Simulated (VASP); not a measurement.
Consider the following.

```
MgI2
1.0
    2.12113    -3.67390     0.00000
    2.12113     3.67390     0.00000
    0.00000     0.00000     7.15454
Mg I
1 2
Direct
  0.00000   0.00000   0.00000
  0.33333   0.66667   0.23284
  0.66667   0.33333   0.76716
```

All values below come from r2SCAN meta-GGA, VASP's PBE PAW potentials (set 64) (plane waves; VASP 6.6.1). Numerical set-up: 480 eV cut-off, 6×6×4 Γ-centred mesh, Gaussian smearing of 0.050 eV, potentials Mg I.

Task: Give the force on each atom (eV/Å).

Result: 
```json
[
 {"atom": "Mg1", "Fx": "0.000", "Fy": "0.000", "Fz": "0.000"},
 {"atom": "I2", "Fx": "0.000", "Fy": "0.000", "Fz": "-0.110"},
 {"atom": "I3", "Fx": "0.000", "Fy": "0.000", "Fz": "0.110"}
]
```

Task: Give the stress tensor in GPa (positive for a compressed cell).

Result: 
```
-1.00   0.00   0.00
 0.00  -1.00   0.00
 0.00   0.00  -0.53
```
The pressure is its mean diagonal, -0.84 GPa.

The compound is MgI2 in the 1T layered structure. This cell was strained or had an atom moved on purpose.
